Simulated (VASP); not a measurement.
Computed with LDA (Ceperley-Alder, Perdew-Zunger), VASP's LDA PAW potentials (set 64) (plane waves; VASP).

VASP input:

POSCAR:
```
C
1
    0.0000000000     1.7679180407     1.7679180407
    1.7679180407     0.0000000000     1.7679180407
    1.7679180407     1.7679180407     0.0000000000
C
2
Direct
  0.0000000000   0.0000000000   0.0000000000
  0.2500000000   0.2500000000   0.2500000000
```

**INCAR**
```
EDIFF = 1E-6   # SCF stop (eV)
SIGMA = 0.05
ENCUT = 620   # plane-wave cut-off (eV)
PREC = Accurate
NSW = 40   # most ionic steps
LREAL = .False.   # projection in real space or not
LCHARG = .False.
SYSTEM = C
NELM = 100
IBRION = 2
LWAVE = .False.
LASPH = .True.
EDIFFG = -0.02   # ionic stop
ALGO = Normal
ISMEAR = 0
ISIF = 3   # ions, shape and volume
```

**KPOINTS**
```
K-points
0
G
  13 13 13
0 0 0
```

POTCAR, in this order: C (LDA.64 set). Program: vasp_std.

What VASP printed:

File OSZICAR:
```
       N       E                     dE             d eps       ncg     rms          rms(c)
DAV:   1     0.474124572721E+00    0.47412E+00   -0.57135E+03  1368   0.115E+03
DAV:   2    -0.209745922952E+02   -0.21449E+02   -0.20238E+02  2112   0.122E+02
DAV:   3    -0.211123854805E+02   -0.13779E+00   -0.13779E+00  1424   0.130E+01
DAV:   4    -0.211127613678E+02   -0.37589E-03   -0.37589E-03  1992   0.596E-01
DAV:   5    -0.211127614569E+02   -0.89163E-07   -0.89163E-07  1408   0.633E-03    0.585E+00
DAV:   6    -0.204765230526E+02    0.63624E+00   -0.51620E-01  1384   0.559E+00    0.341E+00
DAV:   7    -0.202550315166E+02    0.22149E+00   -0.57039E-01  1632   0.586E+00    0.763E-01
DAV:   8    -0.202542136113E+02    0.81791E-03   -0.23790E-03  1376   0.602E-01    0.263E-02
DAV:   9    -0.202542131419E+02    0.46937E-06   -0.12251E-05  1656   0.390E-02    0.238E-02
DAV:  10    -0.202542143411E+02   -0.11992E-05   -0.51348E-07  1392   0.840E-03    0.344E-03
DAV:  11    -0.202542143296E+02    0.11452E-07   -0.20595E-08   704   0.145E-03
   1 F= -.20254214E+02 E0= -.20254214E+02  d E =-.202542E+02
       N       E                     dE             d eps       ncg     rms          rms(c)
DAV:   1    -0.202542729209E+02   -0.58580E-04   -0.64585E-03  1536   0.829E-01    0.724E-02
DAV:   2    -0.202541965088E+02    0.76412E-04   -0.69424E-05  1464   0.805E-02    0.374E-02
DAV:   3    -0.202541677480E+02    0.28761E-04   -0.64550E-05  1456   0.629E-02    0.521E-03
DAV:   4    -0.202541675850E+02    0.16295E-06   -0.15800E-07  1024   0.552E-03
   2 F= -.20254168E+02 E0= -.20254168E+02  d E =0.467446E-04
       N       E                     dE             d eps       ncg     rms          rms(c)
DAV:   1    -0.202543109148E+02   -0.14317E-03   -0.20940E-03  1536   0.471E-01    0.415E-02
DAV:   2    -0.202542860480E+02    0.24867E-04   -0.22598E-05  1464   0.458E-02    0.214E-02
DAV:   3    -0.202542766293E+02    0.94187E-05   -0.21077E-05  1456   0.359E-02    0.292E-03
DAV:   4    -0.202542765745E+02    0.54840E-07   -0.50954E-08   696   0.316E-03
   3 F= -.20254277E+02 E0= -.20254277E+02  d E =-.622448E-04
```

**OUTCAR**
```
------------------------ aborting loop because EDIFF is reached ----------------------------------------
  FORCE on cell =-STRESS in cart. coord.  units (eV):
  Direction    XX          YY          ZZ          XY          YZ          ZX
  --------------------------------------------------------------------------------------
  Total       -0.0005916     -0.0005916     -0.0005916      0.0000000     -0.0000000      0.0000000
  in kB       -0.0859360     -0.0859360     -0.0859360      0.0000000     -0.0000000      0.0000000
  external PRESSURE =      -0.0859360 kB  Pullay stress =       0.0000000 kB
  volume of cell :       11.03
      direct lattice vectors                 reciprocal lattice vectors
     0.000000000  1.766762506  1.766762506    -0.283003515  0.283003515  0.283003515
     1.766762506 -0.000000000  1.766762506     0.283003515 -0.283003515  0.283003515
     1.766762506  1.766762506 -0.000000000     0.283003515  0.283003515 -0.283003515
 POSITION                                       TOTAL-FORCE (eV/Angst)
 -----------------------------------------------------------------------------------
      0.00000      0.00000      0.00000         0.000000     -0.000000     -0.000000
      0.88338      0.88338      0.88338        -0.000000      0.000000      0.000000
 -----------------------------------------------------------------------------------
    total drift:                                0.000000      0.000000      0.000000
  FREE ENERGIE OF THE ION-ELECTRON SYSTEM (eV)
  ---------------------------------------------------
  free  energy   TOTEN  =       -20.2542765745 eV

  energy  without entropy=      -20.2542765745  energy(sigma->0) =      -20.25427657

 reached required accuracy - stopping structural energy minimisation
```
(Selected blocks of OUTCAR.)

**CONTCAR**
```
C
   1.00000000000000
     0.0000000000000000    1.7667625060277936    1.7667625060277936
     1.7667625060277936   -0.0000000000000000    1.7667625060277936
     1.7667625060277936    1.7667625060277936   -0.0000000000000000
  C
     2
Direct
     0.0000000000000000    0.0000000000000000    0.0000000000000000
     0.2500000000000000    0.2500000000000000    0.2500000000000000
```

The compound is C in the diamond structure. This run relaxes it. Symmetry was kept, so distortions that lower it aren't found.
